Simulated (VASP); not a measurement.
Method: PBEsol GGA, VASP's PBE PAW potentials (set 64) (plane waves; VASP).

VASP input:

### KPOINTS
```
Automatic
0
Gamma
  7 7 7
```

### INCAR
```
ALGO=Normal
CSHIFT=0.1
EDIFF=1E-7
ENCUT=520
GGA=PS
ISMEAR=0
LASPH=T
LCHARG=F
LMAXMIX=4
LOPTICS=T
LREAL=F
LWAVE=F
NBANDS=78
NEDOS=1001
NELM=100
PREC=Accurate
SIGMA=0.01
SYSTEM=Al3GaN4
```

POSCAR:
```
Al3GaN4
1
    4.4064855648     0.0000000000    -0.0000000000
   -0.0000000000     4.4064855648    -0.0000000000
    0.0000000000     0.0000000000     4.4064855648
Al Ga N
3 1 4
Direct
  0.5000000000   0.5000000000   0.0000000000
  0.0000000000   0.5000000000   0.5000000000
  0.5000000000   0.0000000000   0.5000000000
  0.0000000000   0.0000000000   0.0000000000
  0.7447904450   0.7447904450   0.2552095550
  0.7447904450   0.2552095550   0.7447904450
  0.2552095550   0.2552095550   0.2552095550
  0.2552095550   0.7447904450   0.7447904450
```

POTCAR, in this order: Al Ga_d N (PBE.64 set). Program: vasp_std.

Output

**OUTCAR**
```
 ion  position               nearest neighbor table
   1  0.500  0.500  0.000-   5 1.90   6 1.90   7 1.90   8 1.90   3 3.12   4 3.12   2 3.12   2 3.12
                             3 3.12   3 3.12   4 3.12   3 3.12   2 3.12   4 3.12   2 3.12   4 3.12
   2  0.000  0.500  0.500-   5 1.90   6 1.90   7 1.90   8 1.90   3 3.12   4 3.12   1 3.12   1 3.12
                             4 3.12   3 3.12   4 3.12   4 3.12   1 3.12   3 3.12   1 3.12   3 3.12
   3  0.500  0.000  0.500-   5 1.90   6 1.90   7 1.90   8 1.90   2 3.12   4 3.12   1 3.12   1 3.12
                             4 3.12   1 3.12   2 3.12   1 3.12   2 3.12   4 3.12   4 3.12   2 3.12
   4  0.000  0.000  0.000-   5 1.95   6 1.95   7 1.95   8 1.95   2 3.12   3 3.12   1 3.12   2 3.12
                             3 3.12   1 3.12   2 3.12   2 3.12   1 3.12   3 3.12   3 3.12   1 3.12
   5  0.745  0.745  0.255-   2 1.90   3 1.90   1 1.90   4 1.95
   6  0.745  0.255  0.745-   2 1.90   3 1.90   1 1.90   4 1.95
   7  0.255  0.255  0.255-   2 1.90   3 1.90   1 1.90   4 1.95
   8  0.255  0.745  0.745-   2 1.90   3 1.90   1 1.90   4 1.95
  LATTYP: Found a simple cubic cell.
 ALAT       =     4.4064855648
 Subroutine PRICEL returns:
 Original cell was already a primitive cell.
 Subroutine GETGRP returns: Found 24 space group operations
The static configuration has the point symmetry T_d .
The dynamic configuration has the point symmetry T_d .
 Subroutine INISYM returns: Found 24 space group operations
 Subroutine IBZKPT returns following result:
 Found     20 irreducible k-points:

 Following reciprocal coordinates:
...
```

OSZICAR:
```
       N       E                     dE             d eps       ncg     rms          rms(c)
DAV:   1     0.280573738513E+03    0.28057E+03   -0.15789E+04  4188   0.667E+02
DAV:   2    -0.221936392682E+02   -0.30277E+03   -0.25234E+03  3456   0.244E+02
DAV:   3    -0.671155010673E+02   -0.44922E+02   -0.43931E+02  3704   0.647E+01
DAV:   4    -0.685779327168E+02   -0.14624E+01   -0.14598E+01  3688   0.114E+01
DAV:   5    -0.686053273786E+02   -0.27395E-01   -0.27390E-01  4376   0.149E+00    0.161E+01
DAV:   6    -0.600166627438E+02    0.85887E+01   -0.31806E+00  4644   0.207E+01    0.533E+00
DAV:   7    -0.600388270071E+02   -0.22164E-01   -0.17353E+00  3560   0.387E+00    0.403E+00
DAV:   8    -0.599795135434E+02    0.59313E-01   -0.15401E-01  4002   0.160E+00    0.183E+00
DAV:   9    -0.599501427212E+02    0.29371E-01   -0.18851E-02  3992   0.134E+00    0.450E-01
DAV:  10    -0.599511362884E+02   -0.99357E-03   -0.83585E-03  3618   0.284E-01    0.146E-01
DAV:  11    -0.599511113449E+02    0.24944E-04   -0.15837E-04  4864   0.136E-01    0.477E-02
DAV:  12    -0.599511101295E+02    0.12154E-05   -0.28812E-05  4016   0.449E-02    0.705E-03
DAV:  13    -0.599511105081E+02   -0.37859E-06   -0.77112E-06  3944   0.868E-03    0.428E-03
DAV:  14    -0.599511106633E+02   -0.15528E-06   -0.17963E-07  3512   0.250E-03    0.822E-04
DAV:  15    -0.599511106842E+02   -0.20880E-07   -0.30452E-08  2008   0.166E-03
   1 F= -.59951111E+02 E0= -.59951111E+02  d E =-.222163E-40
 imaginary and real dielectric function
```

**OUTCAR**
```
------------------------ aborting loop because EDIFF is reached ----------------------------------------
  FORCE on cell =-STRESS in cart. coord.  units (eV):
  Direction    XX          YY          ZZ          XY          YZ          ZX
  --------------------------------------------------------------------------------------
  Total        0.0164351      0.0164351      0.0164351      0.0000000     -0.0000000     -0.0000000
  in kB        0.3077556      0.3077556      0.3077556      0.0000000     -0.0000000     -0.0000000
  external PRESSURE =       0.3077556 kB  Pullay stress =       0.0000000 kB
  volume of cell :       85.56
      direct lattice vectors                 reciprocal lattice vectors
     4.406485565  0.000000000  0.000000000     0.226938222  0.000000000  0.000000000
     0.000000000  4.406485565  0.000000000     0.000000000  0.226938222  0.000000000
     0.000000000  0.000000000  4.406485565     0.000000000  0.000000000  0.226938222
 POSITION                                       TOTAL-FORCE (eV/Angst)
 -----------------------------------------------------------------------------------
      2.20324      2.20324      0.00000         0.000000      0.000000      0.000000
      0.00000      2.20324      2.20324         0.000000      0.000000     -0.000000
      2.20324      0.00000      2.20324         0.000000      0.000000     -0.000000
      0.00000      0.00000      0.00000         0.000000      0.000000     -0.000000
      3.28191      3.28191      1.12458        -0.004196     -0.004196      0.004196
      3.28191      1.12458      3.28191        -0.004196      0.004196     -0.004196
      1.12458      1.12458      1.12458         0.004196      0.004196      0.004196
      1.12458      3.28191      3.28191         0.004196     -0.004196     -0.004196
 -----------------------------------------------------------------------------------
    total drift:                                0.000000      0.000000      0.000000
  FREE ENERGIE OF THE ION-ELECTRON SYSTEM (eV)
  ---------------------------------------------------
  free  energy   TOTEN  =       -59.9511106842 eV

  energy  without entropy=      -59.9511106842  energy(sigma->0) =      -59.95111068

 plasma frequency squared (from intraband transitions) (eV^2)
  --------------------------------------------------------------------------------------
       0.000      -0.000      -0.000
      -0.000       0.000       0.000
      -0.000       0.000       0.000

 plasma frequency squared (from interband transitions, int dw w eps(2)(w)) (eV^2)
  --------------------------------------------------------------------------------------
     438.133       0.000       0.000       0.000      -0.000      -0.000
       0.000      -0.000     438.133       0.000       0.000       0.000
      -0.000       0.000       0.000      -0.000     438.133       0.000
```
(Selected blocks of OUTCAR.)

The structure comes from a computed database's Al3GaN4 entry (P-43m); how it stands against other phases isn't given here. It was relaxed first.
